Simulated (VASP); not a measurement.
Computed with PBE GGA, VASP's PBE PAW potentials (set 64) (plane waves; VASP).

VASP ran on this input.

File KPOINTS:
```
Automatic mesh
0
Gamma
4 4 2
0 0 0
```

### INCAR
```
ALGO = Normal
EDIFF = 1E-6
ENCUT = 400
GGA = PE
ISIF = 2
ISMEAR = 0
LASPH = .TRUE.
LCHARG = .FALSE.
LMAXMIX = 6
LREAL = .FALSE.
LWAVE = .FALSE.
NELM = 100
PREC = Accurate
SIGMA = 0.05
SYSTEM = PtS2
```

**POSCAR**
```
PtS2
1
    1.7531920000    -3.0933310000     0.0000000000
    1.7531920000     3.0933310000     0.0000000000
    0.0000000000     0.0000000000     5.0249290000
Pt S
1 2
Direct
  0.0000000000   0.0000000000   0.0000000000
  0.3333330000   0.6666670000   0.2300000000
  0.6895910000   0.3562570000   0.7700000000
```

POTCAR, in this order: Pt S (PBE.64 set). Program: vasp_std.

Problem. What does the run give for the energy per atom (σ→0), pressure, largest force?

Solution. 
```json
{
  "energy per atom (σ→0)": "-5.088 eV/atom",
  "pressure": "10.79 GPa",
  "largest_force": "1.593 eV/Å"
}
```

File OSZICAR:
```
...
DAV:   8    -0.152671820163E+02    0.22815E-01   -0.64155E-02   733   0.208E+00    0.124E+00
DAV:   9    -0.152631207001E+02    0.40613E-02   -0.13399E-02   726   0.125E+00    0.190E-01
DAV:  10    -0.152633514078E+02   -0.23071E-03   -0.13097E-03   761   0.277E-01    0.938E-02
DAV:  11    -0.152633999490E+02   -0.48541E-04   -0.65358E-05   740   0.669E-02    0.323E-02
DAV:  12    -0.152634012884E+02   -0.13394E-05   -0.15651E-05   768   0.395E-02    0.918E-03
DAV:  13    -0.152634025127E+02   -0.12243E-05   -0.10818E-06   587   0.870E-03    0.348E-03
DAV:  14    -0.152634027924E+02   -0.27974E-06   -0.29163E-07   426   0.404E-03
   1 F= -.15263403E+02 E0= -.15263403E+02  d E =-.219900E-13
```

The compound is PtS2 in the 1T layered structure. The cell was not relaxed at this level, atoms are displaced from their ideal sites. The k-mesh is coarse (spacing up to 0.63 per Å, 2π included), so the numbers may not be converged in it. The run is one of a series of settings (KPOINTS 4×4×2 Γ-centred mesh against the base run), some of them coarse on purpose.
